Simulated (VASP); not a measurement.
CoGe (space group P2_13): computed properties

Level of theory: r2SCAN meta-GGA, VASP's PBE PAW potentials (set 64) (plane waves; VASP).

```json
{
  "space_group": "P2_13 (198)",
  "cell": "a = b = c = 4.571 Å, α = β = γ = 90.00°",
  "volume_per_atom": "11.94 Å³/atom",
  "band gap (over mesh and band path)": "none (metal, semimetal or under 0.01 eV)",
  "density": "9.15 g/cm³"
}
```

```cif
data_Co4Ge4
_chemical_formula_sum 'Co4 Ge4'
_space_group_name_H-M_alt 'P213'
_space_group_IT_number 198
_space_group_name_Hall 'P 2ac 2ab 3'
_cell_length_a 4.57134
_cell_length_b 4.57134
_cell_length_c 4.57134
_cell_angle_alpha 90.000
_cell_angle_beta 90.000
_cell_angle_gamma 90.000
loop_
_atom_site_label
_atom_site_type_symbol
_atom_site_symmetry_multiplicity
_atom_site_Wyckoff_symbol
_atom_site_fract_x
_atom_site_fract_y
_atom_site_fract_z
_atom_site_occupancy
Co1 Co 4 a 0.13722 0.13722 0.13722 1
Ge1 Ge 4 a 0.83984 0.83984 0.83984 1
```

The structure comes from a computed database's CoGe entry (P2_13); how it stands against other phases isn't given here. It was relaxed first. Symmetry was kept, so distortions that lower it aren't found. The run is not spin-polarised, so no magnetic state was tried.
